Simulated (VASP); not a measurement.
VASP runs on MgSe (rock salt) share one base input (PBE GGA, plane waves, VASP's PBE PAW potentials (set 64)) and change the settings named in each case.

KPOINTS:
```
Automatic mesh
0
Gamma
7 7 7
0 0 0
```

**POSCAR**
```
MgSe
1
    0.0000000000     2.7846000000     2.7846000000
    2.7846000000     0.0000000000     2.7846000000
    2.7846000000     2.7846000000     0.0000000000
Mg Se
1 1
Direct
  0.0000000000   0.0000000000   0.0000000000
  0.5000000000   0.5000000000   0.5000000000
```

**INCAR**
```
# general
SYSTEM  = MgSe
PREC    = Accurate
ENCUT   = 400   # plane-wave cut-off (eV)
LREAL   = .FALSE.
LASPH   = .TRUE.

# electronic loop
EDIFF   = 1E-6   # SCF stop (eV)
NELM    = 100
ALGO    = Normal
LMAXMIX = 4

# smearing
ISMEAR  = 0   # Gaussian
SIGMA   = 0.05

# functional
GGA     = PE   # PBE

# ions
ISIF    = 2

# output
LWAVE   = .FALSE.
LCHARG  = .FALSE.
```

POTCAR, in this order: Mg Se (PBE.64 set). Program: vasp_std.

```tsv
change	electronic steps
base run	12
AMIX = 0.1, BMIX = 1.0, IMIX = 1	40
AMIX = 0.2, BMIX = 0.0001, IMIX = 1	29
AMIX = 1.0, BMIX = 0.0001, IMIX = 4	12
AMIX = 0.1, BMIX = 0.0001, IMIX = 4	13
AMIX = 0.1, BMIX = 3.0, IMIX = 4	13
```

Left out are runs that ran out of time, are held back, or changed the cell or the kind of run, fixed moments of cells without a moment, rows past the twelfth, gaps on odd meshes, pressures of charged cells and columns that move by less than the noise.

The compound is MgSe in the rock salt structure. The cell was not relaxed at this level.
